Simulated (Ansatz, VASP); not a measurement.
**Cross-check of Sn between VASP and Ansatz**

Wanted: the spread between two codes on one cell, functional and k mesh. The structure shown is the end of the Ansatz relaxation below.

Calculated with Ansatz 0.2.0; plane waves, with VASP 6.6.1 beside it; single point at r2SCAN.

### 1. The structure

Symmetry: I4_1/amd, No. 141, tetragonal system. The conventional cell has a = 4.707 Å, b = 4.707 Å, c = 6.305 Å, α = 90.00°, β = 90.00°, γ = 90.00°. Nearest to Sn lie 4 Sn at 2.83 Å.

### 2. Ansatz: relaxation, r2SCAN

Ansatz runs on its PAW soft_1 files.

This run makes the geometry at which the two programs are then compared.

Contents of input.yaml:

```yaml
crystal:
  lattice:
    - [0.0, 3.3168006306, 3.1525765525]
    - [3.3168006306, 0.0, 3.1525765525]
    - [3.3168006306, 3.3168006306, 0.0]
  atoms:
    - { symbol: Sn, position: [0.4999818168, 0.4999818168, 0.4999446128] }
    - { symbol: Sn, position: [0.7500181832, 0.7500181832, 0.7500553872] }
  conventional_axes: [[-1, 1, 1], [1, -1, 1], [1, 1, -1]]
kpoints:
  mp_grid: { grid: [12, 12, 12], shift: [0.5, 0.5, 0.5] }
hamiltonian:
  xc: r2scan
  pseudopotentials: { kind: paw, azcp: { folder: soft_1 } }
scf:
  occupations: { method: gaussian, width: 0.015 }
output:
  forces: true
  stress: true
  eigenvalues: true
relax:
  adjacent_minimum: "off"
  f_tol: 0.001
  max_steps: 60
  cell: { stress_tol: 0.01, fix: [c, angles] }
```

Run with:

```console
> ansatz run input.yaml --threads 4 --pin off --max-ram 10240MiB --backend cpu --events-out ev --progress --plain --runs-dir out
```

Numbers of over 12 decimals in the logs are rounded to 6 here.

The program printed:

```text
Engine: ansatz 0.2.0, x86_64-unknown-linux-gnu
Pseudopotentials: kind: paw
Pseudopotential: Sn, paw, valence charge 14, recommended cutoff 500 eV (meta_gga), soft_1/Sn.paw.azcp
Functional definition: r2SCAN
  parameter k0 = 0.174
  parameter k1 = 0.065
  parameter a1 = 4.9479
  exchange = r2scan_x(k0 = k0, k1 = k1, a1 = a1)
  correlation = r2scan_c
Crystal: 2 atoms, lattice volume = 69.364 Å³
Basis set: ecut = 500 eV, 1771 PW (Γ), exchange–correlation on 144×144×144 points (64 copies of the dense FFT grid, shifted against one another)
Bands: 18, of which v1, the nominal top of the filled ones, is band 14 counted from 1 (13 counted from 0)
Symmetry: 4 space group operations
Space group: C2/m (ITA 12), of the structure as read, at distance tolerance 4.1e-5 Å
k-points: 468 of 1728
Non-local potential: Sn, projectors of the file, l = 0: 2, l = 1: 2, l = 2: 2, l = 3: 1
PAW form: soft (Blöchl's): semilocal exchange-correlation on the pseudo side does not see the compensation charge
PAW frozen core: Sn, regenerated for the run's functional (the file was generated under x = pbe(κ = 0.804, μ = 0.219515), c = pbe(β = 0.066725))
PAW one-centre angular grid: Sn, 590 points (default); XC on 160 Gauss nodes
Initial density: superposition of atomic densities (chi_scale 0.1, normalization cell)
Initial wavefunctions: pseudopotential atomic-orbital guess
Functional: x = r2scan, c = r2scan; τ floored in thin density (d = 2e-4 eV/Å³)
iter 1 solved again at ethr=1.15e-3 eV; its pass at ethr=3.10e-3 eV (dr2=3.23e-1 eV) is discarded
SCF iter   1: F=—  HF=-12077.321163 eV  |F-HF|=—  |Δ(HF+E_count)|=         —  Δρ=2.18e-2  dr2=3.25e-1  dr2_τ=4.32e-3  ethr=1.15e-3  ⟨swp⟩=1.0  Hψ=58576  notcnv=0
preconditioner: auto → Kerker (q_TF=auto, 2.345 Å⁻¹)  [metal: Δε(μ)=0.012 eV  Ē_g=20.875 eV  σ=0.015 eV  W_gap=0.42  n_scr=14 (ndim 8)  ℏωp=23.6 eV  f_vac=0.006  D(μ)=0.15/eV (n_scr^D=0)]
SCF iter   2: F=—  HF=-12077.369961 eV  |F-HF|=—  |Δ(HF+E_count)|=   4.88e-2  Δρ=1.50e-2  dr2=1.68e-1  dr2_τ=1.13e-3  ethr=1.15e-3  ⟨swp⟩=2.0  Hψ=10090  notcnv=0
preconditioner: auto → none  [insulator: Δε(μ)=0.043 eV  Ē_g=20.946 eV  σ=0.015 eV  W_gap=0.96  n_scr=14 (ndim 8)  ℏωp=23.6 eV  f_vac=0.011 (ignored in choosing the arm: the first look at the density read no void)  D(μ)=0.02/eV (n_scr^D=0)  ε∞_Penn≈2.3]
SCF iter   3: F=—  HF=-12077.392743 eV  |F-HF|=—  |Δ(HF+E_count)|=   2.28e-2  Δρ=2.30e-3  dr2=4.26e-3  dr2_τ=5.49e-5  ethr=6.00e-4  ⟨swp⟩=2.9  Hψ=12074  notcnv=0
SCF iter   4: F=—  HF=-12077.393396 eV  |F-HF|=—  |Δ(HF+E_count)|=   6.54e-4  Δρ=4.95e-4  dr2=1.86e-4  dr2_τ=3.35e-6  ethr=1.52e-5  ⟨swp⟩=2.0  Hψ=16848  notcnv=0
SCF iter   5: F=—  HF=-12077.393475 eV  |F-HF|=—  |Δ(HF+E_count)|=   7.86e-5  Δρ=9.91e-5  dr2=4.67e-6  dr2_τ=1.56e-7  ethr=6.64e-7  ⟨swp⟩=2.0  Hψ=16411  notcnv=0
SCF iter   6: F=—  HF=-12077.393479 eV  |F-HF|=—  |Δ(HF+E_count)|=   3.57e-6  Δρ=1.71e-5  dr2=1.12e-7  dr2_τ=1.75e-9  ethr=1.67e-8  ⟨swp⟩=3.0  Hψ=14981  notcnv=0
SCF iter   7: F=-12077.393479 eV  HF=-12077.393479 eV  |F-HF|=2.71e-9  |Δ(HF+E_count)|=   1.42e-7  Δρ=2.83e-6  dr2=6.03e-9  dr2_τ=2.02e-10  ethr=3.57e-10  ⟨swp⟩=6.5  Hψ=36118  notcnv=0
SCF 1 converged in 7 iterations: F = -12077.393479 eV  dr2 = 6.03e-9
  greatest PAW one-centre occupation: 0.989 electrons in one spin orbital (limit 2), on the Sn atom at site 1 (counted from 0), in its partial waves of l = 2
relax step   1: F+E_penalty+E_count = -12077.39347879 eV  Δ(F+E_penalty+E_count) = +0.000e0 eV  max|allowed force component| = 8.966e-4 eV/Å  Δτ_max = 0.0000 Å  P = +0.921 GPa  Ω = 69.364 Å³  fix = [c, alpha, beta, gamma]  reactions: c +2.040 GPa; alpha +0.010, beta +0.010, gamma +0.006 GPa/rad  (7 SCF iters, dr2 threshold 1.00e-7 eV, accepted)
[...]
relax step   2: F+E_penalty+E_count = -12077.39390714 eV  Δ(F+E_penalty+E_count) = -4.284e-4 eV  max|allowed force component| = 1.743e-3 eV/Å  Δτ_max = 0.0002 Å  P = +0.458 GPa  Ω = 70.057 Å³  energy of the carried Pulay correction = -1.699e-5 eV  fix = [c, alpha, beta, gamma]  reactions: c +1.674 GPa; alpha +0.006, beta +0.006, gamma +0.000 GPa/rad  (4 SCF iters, dr2 threshold 2.00e-7 eV, accepted)
[...]
relax step   3: F+E_penalty+E_count = -12077.39400972 eV  Δ(F+E_penalty+E_count) = -1.026e-4 eV  max|allowed force component| = 6.521e-4 eV/Å  Δτ_max = 0.0002 Å  P = +0.591 GPa  Ω = 69.853 Å³  energy of the carried Pulay correction = -1.200e-5 eV  fix = [c, alpha, beta, gamma]  reactions: c +1.779 GPa; alpha +0.009, beta +0.009, gamma +0.006 GPa/rad  (4 SCF iters, dr2 threshold 5.60e-8 eV, accepted)
[...]
relax step   4: F+E_penalty+E_count = -12077.39402139 eV  Δ(F+E_penalty+E_count) = -1.168e-5 eV  max|allowed force component| = 6.617e-4 eV/Å  Δτ_max = 0.0000 Å  P = +0.591 GPa  Ω = 69.853 Å³  fix = [c, alpha, beta, gamma]  reactions: c +1.779 GPa; alpha +0.009, beta +0.009, gamma +0.006 GPa/rad  stress off target by 2.52e-3 GPa on what of the cell is left free  SCF on the basis re-selected at this cell (its energy is not comparable with the rows above)  (6 SCF iters)
basis re-selected at this cell: Δ(F+E_penalty+E_count) = -1.168e-5 eV, ΔP = +0.000 GPa vs the last step (what re-selecting the basis moved, of the pressure what is left beyond the Pulay correction that the steps carried, after the strain that the cell walked since its last selection, with what the two solves' SCF thresholds leave and, on support functions, any second-order correction that the steps lacked; it is no m [...]
SCF converged after 6 iterations
Free energy (F): -12077.394021 eV
Harris-Foulkes:  -12077.394021 eV  (|F-HF|=3.64e-12)
Internal energy: -12077.394018 eV  (E = F + TS)
E sigma→0 (E₀):  -12077.394020 eV
Entropy (-TS):   -0.000003 eV (-0.002 meV/atom)
Fermi energy:    7.587630 eV
--- Per-component energies (eV) ---
  E_band       = -271.862156
  E_kinetic    = 334.432387
  E_local      = -2643.333099  (includes V_loc(G=0)·N_el)
  E_nonlocal   = 289.141491
  E_hartree    = 1287.577276
  E_xc         = -229.390786
  E_vxc        = -168.785588  (∫ρ·V_xc dr)
  E_paw        = -8790.703361  (= ΣΔE_a)
  E_vpaw       = -669.554725  (= ΣTr[D̂ρ^β])
  E_aug_tail   = 0.000193  (compensation charges beyond the density's cutoff)
  E_vtau       = 11.082588  (kinetic-family band-sum trace: ∫τ·v_τ [+ j·A + Jᵃ·Aᵃ] dr)
  E_ewald      = -2326.588761
  E_core_change = 1.470642  (= ΣΔE_core)
  E_smearing   = -0.000003  (= −TS)
  E_closure    = -0.000000  (closes the sum)
  Σ components = -12077.394021   (vs F -12077.394021, Δ=0.00e0)
--- Forces (eV/Å), atoms counted from 1 ---
  atom   1  Sn     0.00024143     0.00024143     0.00066170
  atom   2  Sn    -0.00024143    -0.00024143    -0.00066170
  max |Σ_I F_I| component: 1.08e-19 eV/Å
--- Stress (GPa, compression-positive) ---
       -0.002524      -0.005752      -0.008515
       -0.005752      -0.002524      -0.008515
       -0.008515      -0.008515       1.779129
  P = ⅓ Tr σ = 0.5914 GPa (5.914 kbar)
--- Band table (eV; the first three rows and the last of 468) ---
  k-point 0: bands = [... 10 lower, -3.4165, 6.5969, 7.3853, 7.5676, 7.8945, 9.6551, 9.9020, 9.9289]
  k-point 1: bands = [... 10 lower, -3.3263, 5.6332, 7.3011, 7.3015, 8.2670, 9.9989, 10.1282, 10.2415]
  k-point 2: bands = [... 10 lower, -3.1008, 4.3873, 6.8968, 7.0039, 8.3026, 10.3283, 10.5742, 11.2321]
  k-point 467: bands = [... 10 lower, -1.7035, 1.0365, 5.5683, 6.3386, 8.2248, 10.7698, 11.1931, 13.7673]
--- Relaxed structure (3 steps of the walk, 3 accepted, 1 SCFs on fresh bases) ---
  F+E_penalty+E_count = -12077.39402139 eV   max|allowed force component| = 6.617e-4 eV/Å   (the final SCF, on the basis selected at the relaxed cell)
  cell:  # Å, volume = 69.8526 Å³
    - [0, 3.328462, 3.1525765525]
    - [3.328462, 0, 3.1525765525]
    - [3.328462, 3.328462, 0]
  atoms:
    - { symbol: Sn, position: [0.499983, 0.499983, 0.499952] }
    - { symbol: Sn, position: [0.750017, 0.750017, 0.750048] }
```

(Part 1 of 3 ends here.)

[Lines on the potential files, build, host, timing and source positions are cut from VASP's logs without a mark.]

[Logs are printed without paths, hosts, clocks, repeated set-up lines and the standing remarks that a program may print on its own settings, such as how far it seeks lower states.]

[Hosts, paths, dates, database ids (printed as entryN), source tags and the programs' standing remarks are cut or masked in the printed files.]
